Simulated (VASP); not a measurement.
Runs of VASP 6.6.1 on CdTe. Symmetry: F-43m, No. 216, cubic system. Conventional cell: a = 6.617 Å, b = 6.617 Å, c = 6.617 Å, α = 90.00°, β = 90.00°, γ = 90.00°. Around Cd (site symmetry -43m) lie 4 Te at 2.87 Å. Te (site symmetry -43m) is surrounded by 4 Cd at 2.87 Å. 

```tsv
task	cell	k mesh	cutoff (eV)	gap on the mesh (eV)	pressure (GPa)	relaxed volume (Å³/atom)
relaxation of cell and atoms	relaxed	10 × 10 × 10	600	0.58	0.0	(a)
single point	F-43m, 36.22 Å³/atom	10 × 10 × 10	520	0.58	0.1	-
single point	F-43m, 36.22 Å³/atom	8 × 8 × 8	520	0.58	0.1	-
relaxation of cell and atoms	relaxed	8 × 8 × 8	600	0.58	0.0	36.29
```

Alike in all rows: level PBE; potentials or basis VASP PAW PBE potentials, release 64 (Cd, Te); no spin polarisation; smearing gaussian 0.02 eV.

Question: Estimate the missing entries.

Answer: (a) 36.32.

Caveats: spin-orbit coupling is left out, which moves the levels of the heavy elements; the volume moved by +10 % from the deposited cell, more than functionals usually miss (some runs).

A k mesh can miss the band edges, and the runs leave out spin-orbit coupling on Cd, Te.
